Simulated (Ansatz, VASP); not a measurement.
**Zn (Zinc): VASP beside Ansatz**

Wanted: the spread between two codes on one cell, functional and k mesh. The cell is taken from a series of runs on this material, whose earlier steps may have relaxed, scaled, displaced or heated it; both programs get it as it stands.

Method: plane waves, with VASP 6.6.1 beside it; relaxation of cell and atoms at PBEsol, in Ansatz 0.2.0.

### Step 1. Starting point

Symmetry: P6_3/mmc, No. 194, hexagonal system. The conventional cell has a = 2.592 Å, b = 2.592 Å, c = 4.899 Å, α = 90.00°, β = 90.00°, γ = 120.00°. Zn has 12 Zn at 2.59 to 2.87 Å nearest.

### Step 2. Ansatz: relaxation of cell and atoms, PBEsol

Ansatz runs on its PAW soft_1 files.

The relaxed volume is the usual yardstick between codes: in a stiff, nearly cubic crystal its relative difference is about their pressure difference at one cell divided by the bulk modulus.

input.yaml reads:

```yaml
crystal:
  lattice:
    - [2.5916766954, 0.0, 0.0]
    - [-1.2958383477, 2.2444578566, 0.0]
    - [0.0, 0.0, 4.8987638526]
  atoms:
    - { symbol: Zn, position: [0.3333333333, 0.6666666667, 0.25] }
    - { symbol: Zn, position: [0.6666666667, 0.3333333333, 0.75] }
kpoints:
  mp_grid: { grid: [18, 18, 8] }
hamiltonian:
  xc: pbesol
  pseudopotentials: { kind: paw, azcp: { folder: soft_1 }, xc_functional: pbe }
scf:
  occupations: { method: methfessel_paxton, width: 0.2 }
  lower_state_search: "off"
output:
  forces: true
  stress: true
  eigenvalues: true
relax:
  adjacent_minimum: "off"
  f_tol: 0.001
  max_steps: 60
  cell: { stress_tol: 0.01 }
```

Run with:

```console
$ ansatz run input.yaml --threads 18 --pin off --max-ram 92160MiB --backend cuda --events-out ev --progress --plain --runs-dir out --max-vram 78GiB
```

Numbers of over 12 decimals in the logs are rounded to 6 here.

Log:

```text
Engine: ansatz 0.2.0, aarch64-unknown-linux-gnu
Pseudopotentials: kind: paw
Pseudopotential: Zn, paw, valence charge 12, recommended cutoff 420 eV (normal), soft_1/Zn.paw.azcp
Functional definition: PBEsol
  exchange = pbesol_x
  correlation = pbesol_c
[...]
Crystal: 2 atoms, lattice volume = 28.496 Å³
Basis set: ecut = 420 eV, 563 PW (Γ), exchange–correlation on 36×36×72 points (8 copies of the dense FFT grid, shifted against one another)
Bands: 16, of which v1, the nominal top of the filled ones, is band 12 counted from 1 (11 counted from 0)
Symmetry: 24 space group operations
Space group: P63/mmc (ITA 194), of the structure as read, at distance tolerance 3.1e-5 Å
k-points: 185 of 2592
Non-local potential: Zn, projectors of the file, l = 0: 2, l = 1: 2, l = 2: 3, l = 3: 1
PAW form: soft (Blöchl's): semilocal exchange-correlation on the pseudo side does not see the compensation charge
PAW frozen core: Zn, regenerated for the run's functional, and the local potential with it (the file was generated under x = pbe(κ = 0.804, μ = 0.219515), c = pbe(β = 0.066725))
PAW one-centre angular grid: Zn, 590 points (default); XC on 64 Gauss nodes
Initial density: superposition of atomic densities (chi_scale 0.1, normalization cell)
Initial wavefunctions: pseudopotential atomic-orbital guess
[...]
Functional: x = pbesol(κ = 0.804, μ = 0.123457), c = pbesol(β = 0.046)
SCF iter   1: F=—  HF=-6562.123051 eV  |F-HF|=—  |Δ(HF+E_count)|=         —  Δρ=6.95e-2  dr2=1.03e0  ethr=3.10e-3  ⟨swp⟩=5.6  Hψ=17259  notcnv=0
preconditioner: auto → none  [metal: Δε(μ)=0.016 eV  Ē_g=12.755 eV  σ=0.200 eV  W_gap=0.07  n_scr=4 (ndim 8)  ℏωp=34.1 eV  f_vac=0.000  D(μ)=0.42/eV (n_scr^D=2)  sad-step TF]
SCF iter   2: F=—  HF=-6561.870042 eV  |F-HF|=—  |Δ(HF+E_count)|=   2.53e-1  S|Δr|=    0.00e0  Δρ=2.48e-2  dr2=8.26e-2  ethr=3.10e-3  ⟨swp⟩=2.0  Hψ=7307  notcnv=0
[...]
SCF iter   7: F=-6561.815476 eV  HF=-6561.815476 eV  |F-HF|=2.89e-10  |Δ(HF+E_count)|=   5.50e-8  S|Δr|=    0.00e0  Δρ=2.51e-6  dr2=7.18e-10  ethr=4.17e-10  ⟨swp⟩=6.7  Hψ=17814  notcnv=0
SCF 1 converged in 7 iterations: F = -6561.815476 eV  dr2 = 7.18e-10
  greatest PAW one-centre occupation: 0.981 electrons in one spin orbital (limit 2), on the Zn atom at site 0 (counted from 0), in its partial waves of l = 2
relax step   1: F+E_penalty+E_count = -6561.81547643 eV  Δ(F+E_penalty+E_count) = +0.000e0 eV  max|allowed force component| = 1.110e-16 eV/Å  Δτ_max = 0.0000 Å  P = +0.002 GPa  Ω = 28.496 Å³  (7 SCF iters, dr2 threshold 1.00e-7 eV, accepted)
[...]
relax step   2: F+E_penalty+E_count = -6561.81547654 eV  Δ(F+E_penalty+E_count) = -1.132e-7 eV  max|allowed force component| = 2.961e-16 eV/Å  Δτ_max = 0.0000 Å  P = -0.004 GPa  Ω = 28.501 Å³  energy of the carried Pulay correction = -3.021e-6 eV  (3 SCF iters, dr2 threshold 7.27e-9 eV, accepted)
[...]
relax step   3: F+E_penalty+E_count = -6561.81548207 eV  Δ(F+E_penalty+E_count) = -5.529e-6 eV  max|allowed force component| = 2.220e-16 eV/Å  Δτ_max = 0.0000 Å  P = +0.052 GPa  Ω = 28.502 Å³  energy of the carried Pulay correction = +1.853e-7 eV  (4 SCF iters, dr2 threshold 4.04e-9 eV, accepted)
[...]
relax step   4: F+E_penalty+E_count = -6561.81546848 eV  Δ(F+E_penalty+E_count) = +1.359e-5 eV  max|allowed force component| = 1.758e-16 eV/Å  Δτ_max = 0.0000 Å  P = -0.027 GPa  Ω = 28.524 Å³  energy of the carried Pulay correction = -1.593e-5 eV  (4 SCF iters, dr2 threshold 1.21e-8 eV, accepted)
[...]
relax step   5: F+E_penalty+E_count = -6561.81547616 eV  Δ(F+E_penalty+E_count) = -7.682e-6 eV  max|allowed force component| = 2.961e-16 eV/Å  Δτ_max = 0.0000 Å  P = -0.000 GPa  Ω = 28.514 Å³  energy of the carried Pulay correction = -9.087e-6 eV  (4 SCF iters, dr2 threshold 1.95e-9 eV, accepted)
[...]
relax step   6: F+E_penalty+E_count = -6561.81548402 eV  Δ(F+E_penalty+E_count) = -7.863e-6 eV  max|allowed force component| = 2.961e-16 eV/Å  Δτ_max = 0.0000 Å  P = -0.000 GPa  Ω = 28.514 Å³  stress off target by 9.83e-4 GPa  SCF on the basis re-selected at this cell (its energy is not comparable with the rows above)  (5 SCF iters)
basis re-selected at this cell: Δ(F+E_penalty+E_count) = -7.863e-6 eV, ΔP = +0.000 GPa vs the last step (what re-selecting the basis moved, of the pressure what is left beyond the Pulay correction that the steps carried, after the strain that the cell walked since its last selection, with what the two solves' SCF thresholds leave and, on support functions, any second-order correction that the steps lacked; it is no m [...]
SCF converged after 5 iterations
Stability not checked: this state was not tested for a lower state beside it, because cold or Methfessel-Paxton smearing, or corrected tetrahedra, fill the levels in a way that the test cannot read (fill_not_monotonic; see scf.lower_state_search)
Free energy (F): -6561.815484 eV
Harris-Foulkes:  -6561.815484 eV  (|F-HF|=0.00e0)
Internal energy: -6561.815371 eV  (E = F + TS)
E sigma→0 (E₀):  -6561.815456 eV
Entropy (-TS):   -0.000113 eV (-0.057 meV/atom)
Fermi energy:    11.917777 eV
--- Per-component energies (eV) ---
  E_band       = 111.840712
  E_kinetic    = 296.902001
  E_local      = -3440.220587  (includes V_loc(G=0)·N_el)
  E_nonlocal   = 1634.929430
  E_hartree    = 1278.474517
  E_xc         = -157.044032
  E_vxc        = -104.722283  (∫ρ·V_xc dr)
  E_paw        = -3715.472489  (= ΣΔE_a)
  E_vpaw       = -831.996360  (= ΣTr[D̂ρ^β])
  E_aug_tail   = -0.000507  (compensation charges beyond the density's cutoff)
  E_ewald      = -2460.978415
  E_core_change = 1.594712  (= ΣΔE_core)
  E_smearing   = -0.000113  (= −TS)
  E_closure    = 0.000000  (closes the sum)
  Σ components = -6561.815484   (vs F -6561.815484, Δ=0.00e0)
--- Forces (eV/Å), atoms counted from 1 ---
  atom   1  Zn     0.00000000     0.00000000     0.00000000
  atom   2  Zn    -0.00000000    -0.00000000     0.00000000
  max |Σ_I F_I| component: 0.00e0 eV/Å
--- Stress (GPa, compression-positive) ---
        0.000422       0.000000       0.000000
       -0.000000       0.000422       0.000000
        0.000000       0.000000      -0.000983
  P = ⅓ Tr σ = -0.0000 GPa (-0.000 kbar)
--- Band table (eV; the first three rows and the last of 185) ---
  k-point 0: bands = [... 8 lower, 4.4518, 4.6662, 4.6662, 7.7314, 8.6075, 25.2149, 28.9909, 30.4102]
  k-point 1: bands = [... 8 lower, 4.4628, 4.6602, 4.6602, 6.6028, 9.9518, 23.6473, 30.5077, 30.5077]
  k-point 2: bands = [... 8 lower, 4.4923, 4.6424, 4.6424, 5.3780, 11.8424, 21.1325, 30.7928, 30.7928]
  k-point 184: bands = [... 8 lower, 4.6463, 4.6463, 12.8344, 12.8344, 13.6933, 13.6933, 14.3329, 14.3329]
--- Relaxed structure (5 steps of the walk, 5 accepted, 1 SCFs on fresh bases) ---
  F+E_penalty+E_count = -6561.81548402 eV   max|allowed force component| = 2.961e-16 eV/Å   (the final SCF, on the basis selected at the relaxed cell)
  cell:  # Å, volume = 28.5139 Å³
    - [2.590639, 0, 0.0]
    - [-1.295320, 2.243559, 0.0]
    - [0.0, 0.0, 4.905831]
  atoms:
    - { symbol: Zn, position: [0.333333, 0.666667, 0.250000] }
    - { symbol: Zn, position: [0.666667, 0.333333, 0.750000] }
```

Reading the cycles: dr2 is the Hartree energy of the density residual (eV), the measure of convergence; HF is the Harris–Foulkes estimate of the energy, which meets the free energy F at convergence.

### Step 3. VASP: relaxation of cell and atoms, PBEsol

The same cell, functional, mesh and smearing now go to VASP, with its own data sets.

Lines of VASP's logs that name or quote its potential files are left out, and so is its time.

INCAR reads:

```
SYSTEM = Zn
PREC = Accurate
ENCUT = 500
EDIFF = 1E-07
NELM = 120
ISMEAR = 1
SIGMA = 0.2
LREAL = .FALSE.
ALGO = Normal
GGA = PS
NBANDS = 18
LORBIT = 11
LWAVE = .FALSE.
LCHARG = .FALSE.
ISIF = 3
IBRION = 2
NSW = 80
EDIFFG = -0.005
LASPH = .TRUE.
GGA_COMPAT = .FALSE.
NELMIN = 4
```

POSCAR reads:

```
Zn
1.0
    2.5916770000      0.0000000000      0.0000000000
   -1.2958380000      2.2444580000      0.0000000000
    0.0000000000      0.0000000000      4.8987640000
Zn
2
Direct
    0.3333331305      0.6666665182      0.2500000000
    0.6666664837      0.3333334818      0.7500000000
```

KPOINTS reads:

```
Automatic mesh
0
Gamma
18 18 8
0 0 0
```

PAW data sets: Zn (PBE family, release 64).

Run with:

```console
$ mpirun -np 1 vasp_std
```

Log:

```text
[banner, memory and clock lines left out]
running    1 mpi-ranks, on    1 nodes
 distrk:  each k-point on    1 cores,    1 groups
 distr:  one band on    1 cores,    1 groups

 POSCAR found type information on POSCAR Zn
 POSCAR found :  1 types and       2 ions
|                                                                             |
|               ----> ADVICE to this user running VASP <----                  |
|                                                                             |
|     You enforced a specific xc type in the INCAR file but a different       |
|     [... a line on the potential file left out ...]
|     I HOPE YOU KNOW WHAT YOU ARE DOING!                                     |
|                                                                             |

 LDA part: xc-table for (Slater+PW92), standard interpolation
 POSCAR, INCAR and KPOINTS ok, starting setup
 FFT: planning ... GRIDC
 FFT: planning ... GRID_SOFT
 FFT: planning ... GRID
 WAVECAR not read
 entering main loop
       N       E                     dE             d eps       ncg     rms          rms(c)
DAV:   1     0.105379971037E+03    0.10538E+03   -0.12258E+04  6972   0.210E+03
DAV:   2     0.594925299171E+00   -0.10479E+03   -0.10185E+03  6698   0.294E+02
DAV:   3    -0.348502288793E+01   -0.40799E+01   -0.40654E+01  7546   0.668E+01
DAV:   4    -0.350570299998E+01   -0.20680E-01   -0.20675E-01  7428   0.478E+00
DAV:   5    -0.350572848820E+01   -0.25488E-04   -0.25488E-04  7202   0.150E-01    0.480E+00
DAV:   6    -0.319413429721E+01    0.31159E+00   -0.13220E+00  7172   0.253E+01    0.337E+00
DAV:   7    -0.317854500993E+01    0.15589E-01   -0.47331E-02  8514   0.388E+00    0.175E+00
DAV:   8    -0.317090859407E+01    0.76364E-02   -0.22113E-03  8910   0.716E-01    0.571E-02
DAV:   9    -0.317086601775E+01    0.42576E-04   -0.26491E-04  9082   0.228E-01    0.322E-02
DAV:  10    -0.317087032732E+01   -0.43096E-05   -0.21933E-05  6952   0.427E-02    0.286E-03
DAV:  11    -0.317087017944E+01    0.14788E-06   -0.61455E-07  7318   0.122E-02    0.221E-03
DAV:  12    -0.317086990158E+01    0.27787E-06   -0.12315E-08  3790   0.203E-03    0.499E-04
DAV:  13    -0.317086991127E+01   -0.96948E-08   -0.10913E-08  3566   0.189E-03
   1 F= -.31708699E+01 E0= -.31708540E+01  d E =-.317087E+01
 curvature:   0.00 expect dE= 0.000E+00 dE for cont linesearch  0.000E+00
 trial: gam= 0.00000 g(F)=  0.353E-43 g(S)=  0.560E-03 ort = 0.000E+00 (trialstep = 0.100E+01)
 search vector abs. value=  0.560E-03
 bond charge predicted
       N       E                     dE             d eps       ncg     rms          rms(c)
DAV:   1    -0.318487487716E+01   -0.14005E-01   -0.13636E-01  7090   0.712E+00    0.835E-01
DAV:   2    -0.317272049207E+01    0.12154E-01   -0.40510E-02  7068   0.440E+00    0.273E-01
DAV:   3    -0.317156000527E+01    0.11605E-02   -0.65345E-04  7776   0.382E-01    0.150E-01
DAV:   4    -0.317106055666E+01    0.49945E-03   -0.10520E-04  9430   0.184E-01    0.730E-03
DAV:   5    -0.317106290016E+01   -0.23435E-05   -0.15533E-05  6970   0.359E-02    0.300E-03
DAV:   6    -0.317106364027E+01   -0.74011E-06   -0.15898E-07  5416   0.422E-03    0.526E-04
DAV:   7    -0.317106377941E+01   -0.13914E-06   -0.50154E-08  3686   0.244E-03    0.367E-04
DAV:   8    -0.317106383394E+01   -0.54532E-07   -0.51140E-09  3412   0.127E-03
   2 F= -.31710638E+01 E0= -.31710499E+01  d E =-.193923E-03
 trial-energy change:   -0.000194  1 .order   -0.000196   -0.000560    0.000169
 step:   0.7658(harm=  0.7684)  dis= 0.00000  next Energy=    -3.171084 (dE=-0.214E-03)
 bond charge predicted
       N       E                     dE             d eps       ncg     rms          rms(c)
DAV:   1    -0.317184239543E+01   -0.77862E-03   -0.74458E-03  7100   0.165E+00    0.197E-01
DAV:   2    -0.317117679167E+01    0.66560E-03   -0.22897E-03  7064   0.105E+00    0.635E-02
DAV:   3    -0.317111303966E+01    0.63752E-04   -0.41913E-05  7944   0.102E-01    0.351E-02
DAV:   4    -0.317108283296E+01    0.30207E-04   -0.58348E-06  9380   0.434E-02    0.186E-03
DAV:   5    -0.317108274101E+01    0.91948E-07   -0.85279E-07  6906   0.845E-03
   3 F= -.31710827E+01 E0= -.31710687E+01  d E =-.212830E-03
 curvature:  -0.38 expect dE=-0.373E-07 dE for cont linesearch -0.281E-07
 trial: gam=-0.01125 g(F)=  0.873E-42 g(S)=  0.970E-07 ort = 0.640E-05 (trialstep = 0.953E+00)
 search vector abs. value=  0.241E-07
 reached required accuracy - stopping structural energy minimisation
```

Parts of OUTCAR (step 3):

```text
ion  position               nearest neighbor table
   1  0.333  0.667  0.250-   2 2.87   2 2.87   2 2.87   2 2.87   2 2.87   2 2.87
   2  0.667  0.333  0.750-   1 2.87   1 2.87   1 2.87   1 2.87   1 2.87   1 2.87

  LATTYP: Found a hexagonal cell.
 ALAT       =     2.5916770000
 C/A-ratio  =     1.8901907915

 Subroutine GETGRP returns: Found 24 space group operations
 (whereof 12 operations were pure point group operations)

The static configuration has the point symmetry D_3d.
 The point group associated with its full space group is D_6h.

 Found    185 irreducible k-points:

   k-points           NKPTS =    185   k-points in BZ     NKDIM =    185   number of bands    NBANDS=     18

   dimension x,y,z NGX =    20 NGY =   20 NGZ =   36
   dimension x,y,z NGXF=    40 NGYF=   40 NGZF=   72

   ENCUT  =  500.0 eV  36.75 Ry    6.06 a.u.   4.73  4.73  8.93*2*pi/ulx,y,z

   NELECT =      24.0000    total number of electrons

 k-points in reciprocal lattice and weights: Automatic mesh
   0.00000000  0.00000000  0.00000000       0.000
   0.05555556 -0.00000000  0.00000000       0.002
   0.11111111 -0.00000000  0.00000000       0.002
   0.16666667 -0.00000000  0.00000000       0.002
   0.22222222 -0.00000000  0.00000000       0.002
   0.27777778  0.00000000  0.00000000       0.002
   0.33333333 -0.00000000  0.00000000       0.002
   0.38888889  0.00000000  0.00000000       0.002
   0.44444444 -0.00000000  0.00000000       0.002
[...]
0.33333333  0.27777778  0.50000000       0.005
   0.33333333  0.33333333  0.50000000       0.001

 average (electrostatic) potential at core
       1 -36.4511       2 -36.4511

 E-fermi :   3.4990

 k-point     1 :       0.0000    0.0000    0.0000
  band No.  band energies     occupation
    ...
      9      -3.9960      2.00000
     10      -3.7812      2.00000
     11      -3.7812      2.00000
     12      -0.6624      2.00000
     13       0.1910      2.00000
     14      16.9435      0.00000
     15      20.7729      0.00000
     16      21.9638      0.00000
     17      21.9639      0.00000
     18      23.3578      0.00000

 k-point     2 :       0.0556   -0.0000    0.0000
  band No.  band energies     occupation
    ...
      9      -4.0055      2.00000
     10      -3.8484      2.00000
     11      -3.7803      2.00000
     12      -0.4962      2.00000
     13       0.2372      2.00000
     14      17.0525      0.00000
     15      19.9930      0.00000
     16      20.8328      0.00000
     17      20.9603      0.00000
     18      22.4148      0.00000

 k-point     3 :       0.1111   -0.0000    0.0000
  band No.  band energies     occupation
    ...
      9      -4.0319      2.00000
     10      -3.9856      2.00000
     11      -3.7788      2.00000
     12      -0.0373      2.00000
     13       0.3830      2.00000
     14      17.2426      0.00000
     15      17.3693      0.00000
     16      19.5410      0.00000
     17      20.6919      0.00000
     18      21.5671      0.00000

  Total        0.0008870      0.0008870      0.0015645      0.0000000     -0.0000000      0.0000000
  in kB        0.0496343      0.0496343      0.0875490      0.0000000     -0.0000000      0.0000000
  external PRESSURE =       0.0622725 kB  Pullay stress =       0.0000000 kB

  energy-cutoff  :      500.00
  volume of cell :       28.63
      direct lattice vectors                 reciprocal lattice vectors
     2.596477575  0.000000001  0.000000000     0.385137160  0.222358969 -0.000000000
    -1.298238285  2.248615418  0.000000000    -0.000000000  0.444718110  0.000000000
     0.000000000 -0.000000000  4.903815296     0.000000000 -0.000000000  0.203922852

 POSITION                                       TOTAL-FORCE (eV/Angst)
 -----------------------------------------------------------------------------------
      0.00000      1.49908      1.22595         0.000000     -0.000000      0.000000
      1.29824      0.74954      3.67786        -0.000000      0.000000      0.000000
 -----------------------------------------------------------------------------------
    total drift:                                0.000092      0.000006     -0.000001

  FREE ENERGIE OF THE ION-ELECTRON SYSTEM (eV)
  ---------------------------------------------------
  free  energy   TOTEN  =        -3.1710827410 eV

  energy  without entropy=       -3.1710405742  energy(sigma->0) =       -3.17106869

 reached required accuracy - stopping structural energy minimisation

 total charge
# of ion       s       p       d       tot
------------------------------------------
    1        0.604   0.496   9.722  10.823
    2        0.604   0.496   9.722  10.823
--------------------------------------------------
tot          1.208   0.993  19.445  21.645

[... 3 further parts left out ...]
```

CONTCAR:

```
Zn
   1.00000000000000
     2.5964775746408284    0.0000000010694283    0.0000000000000000
    -1.2982382854681100    2.2486154183879328    0.0000000000000000
     0.0000000000000000   -0.0000000000000000    4.9038152958941410
  Zn
     2
Direct
     0.3333331305000016    0.6666665182000031    0.2500000000000000
     0.6666664836999985    0.3333334817999969    0.7500000000000000
```

### Step 4. Side by side

Known differences besides the potentials themselves: the cutoff is 420 eV in Ansatz and 500 eV in VASP; Ansatz makes its cores anew for this functional, VASP keeps those of its PBE data sets; Ansatz adds a Pulay correction to the stress that steers its cell, VASP none. Total energies have different zeros and are not compared.

Compared:

| quantity | Ansatz | VASP | difference |
| --- | --- | --- | --- |
| volume (Å³) | 28.51 | 28.63 | -0.41 % |
| edge a after relaxation, in the typed setting (Å) | 2.591 | 2.596 | -0.23 % |
| edge c after relaxation, in the typed setting (Å) | 4.906 | 4.904 | +0.04 % |

### Step 5. Summary of results

```json
{"difference in volume (relaxation of cell and atoms, PBEsol)": "-0.41 %"}
```

In words: The difference in volume is -0.41 % (relaxation of cell and atoms, PBEsol), within the 1.2 % picked in this series as the mark of a large difference, as far as the stopping tolerances let one tell. Such differences can come from data sets, numerical settings and the points named under the comparisons, not from the functional's error against experiment.

[Lines on the potential files, build, host, timing and source positions are cut from VASP's logs without a mark.]

[Logs are printed without paths, hosts, clocks, repeated set-up lines and the standing remarks that a program may print on its own settings, such as how far it seeks lower states.]

[Hosts, paths, dates, database ids (printed as entryN), source tags and the programs' standing remarks are cut or masked in the printed files.]
